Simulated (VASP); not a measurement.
A run of VASP 6.6.1 is set up as follows.

The input INCAR:

```
  PREC = Accurate
  ENCUT = 520
  EDIFF = 1E-6
  ISMEAR = 0
  SIGMA = 0.1
  LREAL = False
  LASPH = True
  NELM = 120
  ALGO = Normal
  ISIF = 3
  LWAVE = False
  LCHARG = False
  GGA = PE
  IBRION = 2
  NSW = 90
  EDIFFG = -0.01
  KPAR = 8
```

Contents of KPOINTS:

```
Automatic mesh
0
Gamma
  6 10 4
```

Contents of POSCAR:

```
In3GaSb2N2
1.0
    5.8569774600      0.0000000000      0.0000000000
    0.0000000000      3.4040000000      0.0000000000
   -0.2604135000      0.0000000000      8.5046618900
In Ga Sb N
3 1 2 2
Direct
    0.5319526400      0.5000000000      0.8772824300
    0.9246107700      0.5000000000      0.5859113000
    0.4276019700      0.0000000000      0.2479729000
    0.0317486200      0.0000000000      0.9611421100
    0.4021967500      0.5000000000      0.5453731800
    0.9064527800      0.0000000000      0.2684521000
    0.3663800400      0.0000000000      0.9859194500
    0.9090595800      0.5000000000      0.8614562000
```

Potentials or basis: VASP PAW PBE potentials, release 64 (In_d, Ga_d, Sb, N).

Run with:

```sh
$ cat potpaw_PBE.64/In_d/POTCAR potpaw_PBE.64/Ga_d/POTCAR potpaw_PBE.64/Sb/POTCAR potpaw_PBE.64/N/POTCAR > POTCAR
$ mpirun -np 8 vasp_std > vasp.out
```

(1) Estimate the space group after relaxing (to 0.05 Å).

(2) Predict the band gap on the k mesh.

(3) Predict the relaxed volume.

(4) What does it give for the relaxed cell?

## Answers

(1) Pm (No. 6).

(2) none (metal or under the smearing width).

(3) 22.47 Å³/atom.

(4) a = 5.864 Å, b = 3.238 Å, c = 9.468 Å, α = 90.00°, β = 91.14°, γ = 90.00°.

Caveat: this functional lacks dispersion, which binds the layers, so the pressure and a relaxed spacing across them are unreliable.
